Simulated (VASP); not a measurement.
Computed with r2SCAN meta-GGA, VASP's PBE PAW potentials (set 64) (plane waves; VASP).

A VASP calculation is set up with these files.

INCAR:
```
SYSTEM = Co3Si
PREC = Accurate
ENCUT = 400
EDIFF = 1E-7
NELM = 100
ALGO = Normal
LREAL = .FALSE.
LASPH = .TRUE.
ISMEAR = -5
METAGGA = R2SCAN
LMIXTAU = .TRUE.
LMAXMIX = 4
LWAVE = .FALSE.
LCHARG = .FALSE.
LORBIT = 11
NEDOS = 601
ISIF = 2
```

**KPOINTS**
```
Automatic mesh
0
Gamma
8 8 9
0 0 0
```

File POSCAR:
```
Co3Si
1
    4.8876441832     0.0000000000     0.0000000000
   -2.4438220916     4.2328236097    -0.0000000000
    0.0000000000     0.0000000000     3.9067023692
Co Si
6 2
Direct
  0.1665470113   0.3330940227   0.7500000000
  0.8334529887   0.6669059773   0.2500000000
  0.8334529886   0.1665470113   0.2500000000
  0.1665470114   0.8334529887   0.7500000000
  0.6669059773   0.8334529887   0.7500000000
  0.3330940227   0.1665470113   0.2500000000
  0.6666670000   0.3333330000   0.7500000000
  0.3333330000   0.6666670000   0.2500000000
```

### KPOINTS_OPT
```
k-points along high-symmetry lines
6
Line-mode
Reciprocal
  0.000000   0.000000   0.000000 ! GAMMA
  0.500000   0.000000   0.000000 ! M

  0.500000   0.000000   0.000000 ! M
  0.333333   0.333333   0.000000 ! K

  0.333333   0.333333   0.000000 ! K
  0.000000   0.000000   0.000000 ! GAMMA

  0.000000   0.000000   0.000000 ! GAMMA
  0.000000   0.000000   0.500000 ! A

  0.000000   0.000000   0.500000 ! A
  0.500000   0.000000   0.500000 ! L

  0.500000   0.000000   0.500000 ! L
  0.333333   0.333333   0.500000 ! H

  0.333333   0.333333   0.500000 ! H
  0.000000   0.000000   0.500000 ! A

  0.500000   0.000000   0.500000 ! L
  0.500000   0.000000   0.000000 ! M

  0.333333   0.333333   0.500000 ! H
  0.333333   0.333333   0.000000 ! K
```

POTCAR, in this order: Co Si (PBE.64 set). Program: vasp_std.

Output of the run:

File OSZICAR:
```
       N       E                     dE             d eps       ncg     rms          rms(c)
DAV:   1     0.379541288312E+03    0.37954E+03   -0.23558E+04  3700   0.184E+03
DAV:   2    -0.728937383026E+02   -0.45244E+03   -0.44016E+03  3705   0.410E+02
DAV:   3    -0.112875910871E+03   -0.39982E+02   -0.35938E+02  4093   0.152E+02
DAV:   4    -0.115591520343E+03   -0.27156E+01   -0.25848E+01  4695   0.379E+01
DAV:   5    -0.115685319945E+03   -0.93800E-01   -0.93415E-01  4969   0.639E+00    0.336E+01
DAV:   6    -0.105267628201E+03    0.10418E+02   -0.21073E+02  4556   0.159E+02    0.209E+01
DAV:   7    -0.976251317437E+02    0.76425E+01   -0.49596E+01  4574   0.758E+01    0.744E+00
DAV:   8    -0.977347528746E+02   -0.10962E+00   -0.22589E+00  4451   0.975E+00    0.342E+00
DAV:   9    -0.976473917514E+02    0.87361E-01   -0.55306E-01  4655   0.770E+00    0.974E-01
DAV:  10    -0.976507938338E+02   -0.34021E-02   -0.43437E-02  5155   0.154E+00    0.375E-01
DAV:  11    -0.976493217997E+02    0.14720E-02   -0.10581E-02  4185   0.756E-01    0.125E-01
DAV:  12    -0.976520118248E+02   -0.26900E-02   -0.72200E-03  4023   0.614E-01    0.631E-02
DAV:  13    -0.976533031084E+02   -0.12913E-02   -0.96396E-04  4086   0.258E-01    0.265E-02
DAV:  14    -0.976535089863E+02   -0.20588E-03   -0.16021E-04  4585   0.116E-01    0.220E-02
DAV:  15    -0.976534820618E+02    0.26924E-04   -0.82769E-06  4808   0.259E-02    0.177E-02
DAV:  16    -0.976534882158E+02   -0.61540E-05   -0.20163E-06  4355   0.121E-02    0.108E-02
DAV:  17    -0.976534260672E+02    0.62149E-04   -0.64040E-06  3979   0.295E-02    0.456E-03
DAV:  18    -0.976534510890E+02   -0.25022E-04   -0.95526E-07  3980   0.124E-02    0.154E-03
DAV:  19    -0.976534480372E+02    0.30518E-05   -0.18270E-07  2487   0.390E-03    0.110E-03
DAV:  20    -0.976534492191E+02   -0.11819E-05   -0.70199E-08  2125   0.195E-03    0.558E-04
DAV:  21    -0.976534479986E+02    0.12205E-05   -0.15157E-08  2095   0.951E-04    0.469E-04
DAV:  22    -0.976534478014E+02    0.19721E-06   -0.98559E-09  2045   0.118E-03    0.186E-04
DAV:  23    -0.976534479948E+02   -0.19348E-06   -0.58654E-09  2020   0.386E-04    0.107E-04
DAV:  24    -0.976534477677E+02    0.22710E-06   -0.12199E-09  2010   0.361E-04    0.370E-05
DAV:  25    -0.976534478974E+02   -0.12962E-06   -0.24129E-10  1990   0.130E-04    0.343E-05
DAV:  26    -0.976534479469E+02   -0.49567E-07   -0.18263E-10  1980   0.135E-04
   1 F= -.97653448E+02 E0= -.97653448E+02  d E =0.000000E+00
       N       E                     dE             ncg
       N       E                     dE             ncg
```

File OUTCAR:
```
------------------------ aborting loop because EDIFF is reached ----------------------------------------
  FORCE on cell =-STRESS in cart. coord.  units (eV):
  Direction    XX          YY          ZZ          XY          YZ          ZX
  --------------------------------------------------------------------------------------
  Total        0.1258735      0.1258735      0.1018611     -0.0000000      0.0000000      0.0000000
  in kB        2.4951965      2.4951960      2.0191979     -0.0000000      0.0000000      0.0000000
  external PRESSURE =       2.3365302 kB  Pullay stress =       0.0000000 kB
  volume of cell :       80.82
      direct lattice vectors                 reciprocal lattice vectors
     4.887644183  0.000000000  0.000000000     0.204597545  0.118124459  0.000000000
    -2.443822092  4.232823610  0.000000000     0.000000000  0.236248919  0.000000000
     0.000000000  0.000000000  3.906702369     0.000000000  0.000000000  0.255970357
 POSITION                                       TOTAL-FORCE (eV/Angst)
 -----------------------------------------------------------------------------------
     -0.00000      1.40993      2.93003         0.000000     -0.042227      0.000000
      2.44382      2.82290      0.97668         0.000000      0.042227     -0.000000
      3.66661      0.70496      0.97668         0.036570     -0.021114      0.000000
     -1.22279      3.52786      2.93003        -0.036570      0.021114     -0.000000
      1.22279      3.52786      2.93003         0.036570      0.021114      0.000000
      1.22103      0.70496      0.97668        -0.036570     -0.021114      0.000000
      2.44382      1.41094      2.93003         0.000000     -0.000000      0.000000
     -0.00000      2.82188      0.97668         0.000000      0.000000      0.000000
 -----------------------------------------------------------------------------------
    total drift:                                0.000015     -0.000185      0.000032
  FREE ENERGIE OF THE ION-ELECTRON SYSTEM (eV)
  ---------------------------------------------------
  free  energy   TOTEN  =       -97.6534479469 eV

  energy  without entropy=      -97.6534479469  energy(sigma->0) =      -97.65344795

 total charge

# of ion       s       p       d       tot
------------------------------------------
    1        0.510   0.650   7.437   8.597
    2        0.510   0.650   7.437   8.597
    3        0.510   0.650   7.437   8.597
    4        0.510   0.650   7.437   8.597
    5        0.510   0.650   7.437   8.597
    6        0.510   0.650   7.437   8.597
    7        0.702   0.911   0.000   1.613
    8        0.702   0.911   0.000   1.613
--------------------------------------------------
tot          4.467   5.719  44.620  54.807
```
(Selected blocks of OUTCAR.)

For a metal the tetrahedron method with Blöchl corrections gives inexact stress and forces.

The structure comes from a computed database's Co3Si entry (P6_3/mmc); how it stands against other phases isn't given here. It was relaxed first, which changed the volume by -5 %. The run is not spin-polarised, so no magnetic state was tried.
